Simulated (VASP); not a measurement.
Calculation: revTPSS meta-GGA, VASP's PBE PAW potentials (set 64) (plane waves; VASP).

VASP ran on this input.

**POSCAR**
```
LiCl
1.0
  0.0000000000   2.5328559523   2.5328559523
  2.5328559523   0.0000000000   2.5328559523
  2.5328559523   2.5328559523   0.0000000000
Li Cl
1 1
Direct
  0.0000000000   0.0000000000   1.0000000000
  0.5000000000   0.5000000000   0.5000000000
```

**KPOINTS_OPT**
```
k-points along high-symmetry lines
10
Line-mode
Reciprocal
  0.000000   0.000000   0.000000 ! GAMMA
  0.500000   0.000000   0.500000 ! X

  0.500000   0.000000   0.500000 ! X
  0.625000   0.250000   0.625000 ! U

  0.375000   0.375000   0.750000 ! K
  0.000000   0.000000   0.000000 ! GAMMA

  0.000000   0.000000   0.000000 ! GAMMA
  0.500000   0.500000   0.500000 ! L

  0.500000   0.500000   0.500000 ! L
  0.500000   0.250000   0.750000 ! W

  0.500000   0.250000   0.750000 ! W
  0.500000   0.000000   0.500000 ! X
```

### INCAR
```
SYSTEM=LiCl
PREC=Accurate; ENCUT=520; LREAL=F
LASPH=T
EDIFF=1E-7; NELM=100; ALGO=Normal
LMIXTAU=T
ISMEAR=0; SIGMA=0.05
METAGGA=RTPSS
ISIF=2
LWAVE=F; LCHARG=F; LORBIT=11
NEDOS=601
```

**KPOINTS**
```
K-points
0
G
10 10 10
0 0 0
```

POTCAR, in this order: Li_sv Cl (PBE.64 set). Program: vasp_std.

Output of the run:

### OSZICAR
```
       N       E                     dE             d eps       ncg     rms          rms(c)
DAV:   1     0.125801414581E+03    0.12580E+03   -0.38412E+04   846   0.113E+05
DAV:   2     0.448330888556E+01   -0.12132E+03   -0.11614E+03  1596   0.475E+02
DAV:   3    -0.461750025807E+02   -0.50658E+02   -0.50159E+02  1554   0.147E+02
DAV:   4    -0.671615426153E+02   -0.20987E+02   -0.67921E+02  1500   0.757E+01
DAV:   5    -0.154450522175E+02    0.51716E+02   -0.21924E+02  1474   0.481E+01    0.544E+00
DAV:   6    -0.883952690510E+01    0.66055E+01   -0.65553E+01   950   0.402E+01    0.202E+00
DAV:   7    -0.917458044602E+01   -0.33505E+00   -0.72678E-01  1218   0.118E+01    0.150E+00
DAV:   8    -0.967544112184E+01   -0.50086E+00   -0.11272E+00   911   0.756E+00    0.113E+00
DAV:   9    -0.965987798309E+01    0.15563E-01   -0.98533E-02   900   0.495E+00    0.114E+00
DAV:  10    -0.880480825749E+01    0.85507E+00   -0.17968E+00   901   0.744E+00    0.123E+00
DAV:  11    -0.884556440288E+01   -0.40756E-01   -0.26488E-01   944   0.590E+00    0.922E-01
DAV:  12    -0.920373957956E+01   -0.35818E+00   -0.77183E-01   871   0.123E+01    0.202E+00
DAV:  13    -0.924954303765E+01   -0.45803E-01   -0.26755E-02  1231   0.187E+00    0.195E+00
DAV:  14    -0.925071118195E+01   -0.11681E-02   -0.12919E-03   946   0.510E-01    0.172E+00
DAV:  15    -0.926698221890E+01   -0.16271E-01   -0.36683E-01   846   0.105E+01    0.283E-01
DAV:  16    -0.927057242062E+01   -0.35902E-02   -0.18559E-02   872   0.159E+00    0.236E-01
DAV:  17    -0.923699953863E+01    0.33573E-01   -0.13904E-02   865   0.204E+00    0.116E-01
DAV:  18    -0.941572964205E+01   -0.17873E+00   -0.48461E-01   903   0.706E+00    0.119E+00
DAV:  19    -0.946917423221E+01   -0.53445E-01   -0.15207E-01  1106   0.394E+00    0.127E+00
DAV:  20    -0.958859752940E+01   -0.11942E+00   -0.20260E-01  1051   0.324E+00    0.175E+00
DAV:  21    -0.962539721145E+01   -0.36800E-01   -0.35410E-02  1621   0.163E+00    0.200E+00
DAV:  22    -0.965803904341E+01   -0.32642E-01   -0.21964E-02   916   0.101E+00    0.214E+00
DAV:  23    -0.966181819549E+01   -0.37792E-02   -0.49825E-03  1164   0.932E-01    0.204E+00
DAV:  24    -0.967162790444E+01   -0.98097E-02   -0.14631E-03  1394   0.380E-01    0.210E+00
DAV:  25    -0.966605925125E+01    0.55687E-02   -0.81965E-04   921   0.371E-01    0.204E+00
DAV:  26    -0.965024254565E+01    0.15817E-01   -0.18017E-03   897   0.456E-01    0.194E+00
DAV:  27    -0.958222506019E+01    0.68017E-01   -0.42952E-02   923   0.164E+00    0.157E+00
DAV:  28    -0.946497518939E+01    0.11725E+00   -0.25651E-01   904   0.375E+00    0.812E-01
DAV:  29    -0.934037567849E+01    0.12460E+00   -0.48588E-01   988   0.594E+00    0.170E-01
DAV:  30    -0.927711974145E+01    0.63256E-01   -0.55136E-01   919   0.878E+00    0.463E-01
DAV:  31    -0.925103385678E+01    0.26086E-01   -0.44631E-02   900   0.365E+00    0.376E-01
DAV:  32    -0.924987877446E+01    0.11551E-02   -0.27335E-03  1285   0.377E-01    0.325E-01
DAV:  33    -0.924621427254E+01    0.36645E-02   -0.59961E-04  1138   0.252E-01    0.308E-01
DAV:  34    -0.925666873383E+01   -0.10454E-01   -0.27883E-03  1045   0.843E-01    0.271E-01
DAV:  35    -0.925520548863E+01    0.14632E-02   -0.15549E-04   880   0.163E-01    0.242E-01
DAV:  36    -0.925874003094E+01   -0.35345E-02   -0.55894E-04   854   0.371E-01    0.176E-01
DAV:  37    -0.926066528738E+01   -0.19253E-02   -0.14452E-04  1159   0.187E-01    0.161E-01
DAV:  38    -0.925958347027E+01    0.10818E-02   -0.89245E-05   881   0.126E-01    0.153E-01
DAV:  39    -0.926074743529E+01   -0.11640E-02   -0.69438E-05   883   0.138E-01    0.149E-01
DAV:  40    -0.926077802363E+01   -0.30588E-04   -0.36485E-06   892   0.233E-02    0.141E-01
DAV:  41    -0.926125501168E+01   -0.47699E-03   -0.84614E-06   867   0.499E-02    0.137E-01
DAV:  42    -0.926166365750E+01   -0.40865E-03   -0.64818E-06   851   0.439E-02    0.129E-01
DAV:  43    -0.926221551294E+01   -0.55186E-03   -0.12945E-05   867   0.643E-02    0.122E-01
DAV:  44    -0.926269561505E+01   -0.48010E-03   -0.12056E-05   848   0.638E-02    0.111E-01
DAV:  45    -0.926370167365E+01   -0.10061E-02   -0.68264E-05   847   0.152E-01    0.935E-02
DAV:  46    -0.926440699678E+01   -0.70532E-03   -0.55367E-05   863   0.131E-01    0.750E-02
DAV:  47    -0.926499191044E+01   -0.58491E-03   -0.74992E-05   872   0.141E-01    0.538E-02
DAV:  48    -0.926528563053E+01   -0.29372E-03   -0.57098E-05   960   0.106E-01    0.382E-02
DAV:  49    -0.926541406012E+01   -0.12843E-03   -0.40936E-05  1003   0.746E-02    0.264E-02
DAV:  50    -0.926546832916E+01   -0.54269E-04   -0.31815E-05  1072   0.570E-02    0.167E-02
DAV:  51    -0.926550139900E+01   -0.33070E-04   -0.55266E-05   975   0.722E-02    0.355E-03
DAV:  52    -0.926550565542E+01   -0.42564E-05   -0.47055E-06  1053   0.222E-02    0.924E-03
DAV:  53    -0.926549853646E+01    0.71190E-05   -0.17469E-05   867   0.451E-02    0.182E-03
DAV:  54    -0.926550367071E+01   -0.51343E-05   -0.14218E-05  1258   0.331E-02    0.555E-03
DAV:  55    -0.926550262755E+01    0.10432E-05   -0.14535E-06  1231   0.942E-03    0.241E-03
DAV:  56    -0.926550309067E+01   -0.46312E-06   -0.20122E-07  1079   0.513E-03    0.249E-03
DAV:  57    -0.926550262584E+01    0.46483E-06   -0.78128E-07   920   0.662E-03    0.789E-04
DAV:  58    -0.926550238147E+01    0.24437E-06   -0.18861E-07  1211   0.456E-03    0.358E-04
DAV:  59    -0.926550227443E+01    0.10703E-06   -0.72059E-09   432   0.116E-03    0.367E-04
DAV:  60    -0.926550221538E+01    0.59057E-07   -0.35379E-08   832   0.188E-03
   1 F= -.92655022E+01 E0= -.92655022E+01  d E =-.210660E-14
       N       E                     dE             ncg
       N       E                     dE             ncg
```

**OUTCAR**
```
------------------------ aborting loop because EDIFF is reached ----------------------------------------
  FORCE on cell =-STRESS in cart. coord.  units (eV):
  Direction    XX          YY          ZZ          XY          YZ          ZX
  --------------------------------------------------------------------------------------
  Total        0.0154399      0.0154399      0.0154399      0.0000000     -0.0000000      0.0000000
  in kB        0.7611932      0.7611932      0.7611932      0.0000000     -0.0000000      0.0000000
  external PRESSURE =       0.7611932 kB  Pullay stress =       0.0000000 kB
  volume of cell :       32.50
      direct lattice vectors                 reciprocal lattice vectors
     0.000000000  2.532855952  2.532855952    -0.197405620  0.197405620  0.197405620
     2.532855952  0.000000000  2.532855952     0.197405620 -0.197405620  0.197405620
     2.532855952  2.532855952  0.000000000     0.197405620  0.197405620 -0.197405620
  FREE ENERGIE OF THE ION-ELECTRON SYSTEM (eV)
  ---------------------------------------------------
  free  energy   TOTEN  =        -9.2655022154 eV

  energy  without entropy=       -9.2655022154  energy(sigma->0) =       -9.26550222

 total charge

# of ion       s       p       d       tot
------------------------------------------
    1        2.010   0.035   0.000   2.045
    2        1.564   3.586   0.000   5.150
--------------------------------------------------
tot          3.574   3.621   0.000   7.195
```
(Selected blocks of OUTCAR.)

**OUTCAR**
```
 val. band max:        0.7118357648   @ k =   0.0000   0.0000   0.0000

 cond. band min:       7.5058044247   @ k =   0.0000   0.0000   0.0000


 Fermi energy:         0.9659907094

 k-point     1 :       0.0000    0.0000    0.0000
  band No.  band energies     occupation
      1     -43.9125      2.00000
      2     -13.2374      2.00000
      3       0.7118      2.00000
      4       0.7118      2.00000
      5       0.7118      2.00000
      6       7.5058      0.00000
      7      12.9754      0.00000
      8      12.9754      0.00000
      9      12.9754      0.00000

 k-point     2 :       0.1000    0.0000    0.0000
  band No.  band energies     occupation
      1     -43.9120      2.00000
      2     -13.1822      2.00000
      3       0.3307      2.00000
      4       0.6819      2.00000
      5       0.6819      2.00000
      6       7.8369      0.00000
      7      12.3565      0.00000
      8      12.9986      0.00000
      9      12.9987      0.00000

 k-point     3 :       0.2000    0.0000    0.0000
  band No.  band energies     occupation
      1     -43.9112      2.00000
      2     -13.0323      2.00000
      3      -0.5332      2.00000
      4       0.6064      2.00000
      5       0.6064      2.00000
      6       8.3054      0.00000
      7      11.8972      0.00000
      8      12.2505      0.00000
      9      12.2506      0.00000

 k-point     4 :       0.3000    0.0000    0.0000
  band No.  band energies     occupation
      1     -43.9103      2.00000
      2     -12.8340      2.00000
      3      -1.4449      2.00000
      4       0.5188      2.00000
      5       0.5188      2.00000
      6       8.1858      0.00000
      7      11.3175      0.00000
      8      11.3176      0.00000
      9      12.6036      0.00000

 k-point     5 :       0.4000    0.0000    0.0000
  band No.  band energies     occupation
      1     -43.9086      2.00000
      2     -12.6612      2.00000
      3      -2.1100      2.00000
...
```

The compound is LiCl in the rock salt structure. It was relaxed first.
